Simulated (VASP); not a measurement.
Input:

```
CELL_PARAMETERS angstrom
      2.99157     0.00000     0.00000
     -1.49578     2.59077     0.00000
      0.00000     0.00000     5.62875
ATOMIC_POSITIONS crystal
  Cd 0.66667 0.33333 0.75000
  Cd 0.33333 0.66667 0.25000
```

Computed with r2SCAN meta-GGA, VASP's PBE PAW potentials (set 64) (plane waves; VASP). Settings: PREC = Normal, EDIFF = 1E-5, 400 eV cut-off, 16×16×7 Γ-centred mesh, first-order Methfessel-Paxton smearing of 0.10 eV, potentials Cd.

### Question
What does the run give for the energy per atom (σ→0), band gap (on the k-mesh) with the smallest direct gap where there is one?

### Answer

```json
{
 "band gap (on the k-mesh)": "none (metal, semimetal or under 0.01 eV)",
 "energy per atom (σ→0)": "-20.097 eV/atom"
}
```

Only differences to runs with the same potentials and settings are physical.

The compound is Cd in the hcp structure. It was relaxed first.
